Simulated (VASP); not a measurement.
Four VASP jobs (plane waves, PAW):

A. SnTe (rock salt), 2 atoms, r2SCAN+rVV10, static run, 520 eV, 7×7×7 Γ-centred mesh
B. NaH (rock salt), 2 atoms, LDA, static run, 520 eV, 10×10×10 Γ-centred mesh
C. KI (rock salt), 2 atoms, AM05, static run, 520 eV, 7×7×7 Γ-centred mesh
D. CdS (space group Fm-3m), 2 atoms, PBEsol, DFPT for ε, Born charges and Γ modes, 400 eV, 15×15×15 Γ-centred mesh

Times come from single runs on busy shared machines, so they are rough: good to a factor of about 2.

Question: Order them by core time, cheapest first.

Answer: B (5 core-seconds), C (20 core-seconds), A (2 core-minutes), D (10 core-minutes)
